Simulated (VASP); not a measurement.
Level of theory: LDA (Ceperley-Alder, Perdew-Zunger), VASP's LDA PAW potentials (set 64) (plane waves; VASP).

Input for VASP

**INCAR**
```
SYSTEM = Rh
PREC = Accurate; ENCUT = 520; LREAL = .False.
LASPH = .True.
EDIFF = 1E-6; NELM = 100; ALGO = Normal
LMAXMIX = 4
ISMEAR = 1; SIGMA = 0.1
IBRION = 2; NSW = 60; ISIF = 3
EDIFFG = -0.01
LWAVE = .False.; LCHARG = .False.
```

### KPOINTS
```
K-points
0
Gamma
 15 15 15
0 0 0
```

**POSCAR**
```
Rh
1
    0.0000000000     1.8784337432     1.8784337432
    1.8784337432    -0.0000000000     1.8784337432
    1.8784337432     1.8784337432     0.0000000000
Rh
1
Direct
  0.0000000000   1.0000000000   1.0000000000
```

POTCAR, in this order: Rh_pv (LDA.64 set). Program: vasp_std.

Output of the run:

### OUTCAR
```
 ion  position               nearest neighbor table
   1  0.000  0.000  0.000-
  LATTYP: Found a face centered cubic cell.
 ALAT       =     3.7568674864
 Subroutine PRICEL returns:
 Original cell was already a primitive cell.
 Subroutine GETGRP returns: Found 48 space group operations
The static configuration has the point symmetry O_h .
The dynamic configuration has the point symmetry O_h .
 Subroutine INISYM returns: Found 48 space group operations
 Subroutine IBZKPT returns following result:
 Found    120 irreducible k-points:

 Following reciprocal coordinates:
            Coordinates               Weight
  0.000000  0.000000  0.000000      1.000000
  0.066667  0.000000  0.000000      8.000000
  0.133333  0.000000  0.000000      8.000000
  0.200000  0.000000  0.000000      8.000000
  0.266667  0.000000  0.000000      8.000000
  0.333333  0.000000  0.000000      8.000000
  0.400000  0.000000  0.000000      8.000000
  0.466667  0.000000  0.000000      8.000000
  0.066667  0.066667  0.000000      6.000000
  0.133333  0.066667  0.000000     24.000000
  0.200000  0.066667  0.000000     24.000000
  0.266667  0.066667  0.000000     24.000000
  0.333333  0.066667  0.000000     24.000000
  0.400000  0.066667  0.000000     24.000000
  0.466667  0.066667  0.000000     24.000000
 -0.466667  0.066667  0.000000     24.000000
 -0.400000  0.066667  0.000000     24.000000
 -0.333333  0.066667  0.000000     24.000000
 -0.266667  0.066667  0.000000     24.000000
 -0.200000  0.066667  0.000000     24.000000
 -0.133333  0.066667  0.000000     24.000000
 -0.066667  0.066667  0.000000     12.000000
  0.133333  0.133333  0.000000      6.000000
  0.200000  0.133333  0.000000     24.000000
  0.266667  0.133333  0.000000     24.000000
  0.333333  0.133333  0.000000     24.000000
  0.400000  0.133333  0.000000     24.000000
  0.466667  0.133333  0.000000     24.000000
 -0.466667  0.133333  0.000000     24.000000
 -0.400000  0.133333  0.000000     24.000000
 -0.333333  0.133333  0.000000     24.000000
 -0.266667  0.133333  0.000000     24.000000
 -0.200000  0.133333  0.000000     24.000000
 -0.133333  0.133333  0.000000     12.000000
  0.200000  0.200000  0.000000      6.000000
  0.266667  0.200000  0.000000     24.000000
  0.333333  0.200000  0.000000     24.000000
  0.400000  0.200000  0.000000     24.000000
  0.466667  0.200000  0.000000     24.000000
 -0.466667  0.200000  0.000000     24.000000
   k-points           NKPTS =    120   k-points in BZ     NKDIM =    120   number of bands    NBANDS=     11
   number of dos      NEDOS =    301   number of ions     NIONS =      1
   total plane-waves  NPLWV =   8000
   dimension x,y,z NGX =    20 NGY =   20 NGZ =   20
   dimension x,y,z NGXF=    40 NGYF=   40 NGZF=   40
   ions per type =               1
   PREC   = accura    normal or accurate (medium, high low for compatibility)
   ISTART =      0    job   : 0-new  1-cont  2-samecut
   ICHARG =      2    charge: 1-file 2-atom 10-const
   ISPIN  =      1    spin polarized calculation?
   LNONCOLLINEAR =      F non collinear calculations
   LSORBIT =      F    spin-orbit coupling
   INIWAV =      1    electr: 0-lowe 1-rand  2-diag
   ENCUT  =  520.0 eV  38.22 Ry    6.18 a.u.   4.94  4.94  4.94*2*pi/ulx,y,z
   NELM   =    100;   NELMIN=  2; NELMDL= -5     # of ELM steps
   EDIFF  = 0.1E-05   stopping-criterion for ELM
   LREAL  =      F    real-space projection
   NLSPLINE    = F    spline interpolate recip. space projectors
   LMAXMIX     =    4 max onsite mixed and CHGCAR
   VOSKOWN=      0    Vosko Wilk Nusair interpolation
...
```

### OSZICAR
```
       N       E                     dE             d eps       ncg     rms          rms(c)
DAV:   1     0.112222549558E+03    0.11222E+03   -0.93684E+03  2651   0.147E+03
DAV:   2    -0.780627482721E+01   -0.12003E+03   -0.11534E+03  2742   0.389E+02
DAV:   3    -0.924739700654E+01   -0.14411E+01   -0.14299E+01  3021   0.485E+01
DAV:   4    -0.925593488962E+01   -0.85379E-02   -0.85369E-02  2961   0.380E+00
DAV:   5    -0.925606493092E+01   -0.13004E-03   -0.13004E-03  2975   0.443E-01    0.116E+01
DAV:   6    -0.871384876335E+01    0.54222E+00   -0.12222E+00  2745   0.165E+01    0.398E+00
DAV:   7    -0.868973235561E+01    0.24116E-01   -0.24552E-02  3036   0.199E+00    0.185E+00
DAV:   8    -0.868414744869E+01    0.55849E-02   -0.45510E-03  2787   0.113E+00    0.199E-01
DAV:   9    -0.868401254089E+01    0.13491E-03   -0.11999E-04  3144   0.183E-01    0.499E-02
DAV:  10    -0.868401834226E+01   -0.58014E-05   -0.32708E-06  2855   0.268E-02    0.320E-03
DAV:  11    -0.868401835212E+01   -0.98571E-08   -0.20715E-07  1608   0.675E-03
   1 F= -.86840184E+01 E0= -.86839667E+01  d E =-.868402E+01
```

### OUTCAR
```
------------------------ aborting loop because EDIFF is reached ----------------------------------------
  FORCE on cell =-STRESS in cart. coord.  units (eV):
  Direction    XX          YY          ZZ          XY          YZ          ZX
  --------------------------------------------------------------------------------------
  Total        0.0001741      0.0001741      0.0001741      0.0000000      0.0000000      0.0000000
  in kB        0.0210422      0.0210422      0.0210422      0.0000000      0.0000000      0.0000000
  external PRESSURE =       0.0210422 kB  Pullay stress =       0.0000000 kB
  volume of cell :       13.26
      direct lattice vectors                 reciprocal lattice vectors
     0.000000000  1.878433743  1.878433743    -0.266179205  0.266179205  0.266179205
     1.878433743  0.000000000  1.878433743     0.266179205 -0.266179205  0.266179205
     1.878433743  1.878433743  0.000000000     0.266179205  0.266179205 -0.266179205
 POSITION                                       TOTAL-FORCE (eV/Angst)
 -----------------------------------------------------------------------------------
      0.00000      0.00000      0.00000         0.000000     -0.000000      0.000000
 -----------------------------------------------------------------------------------
    total drift:                               -0.000000     -0.000000     -0.000000
  FREE ENERGIE OF THE ION-ELECTRON SYSTEM (eV)
  ---------------------------------------------------
  free  energy   TOTEN  =        -8.6840183521 eV

  energy  without entropy=       -8.6838632698  energy(sigma->0) =       -8.68396666

 reached required accuracy - stopping structural energy minimisation
```
(Selected blocks of OUTCAR.)

The compound is Rh in the fcc structure. It was relaxed first. The start is the result of an earlier pass.
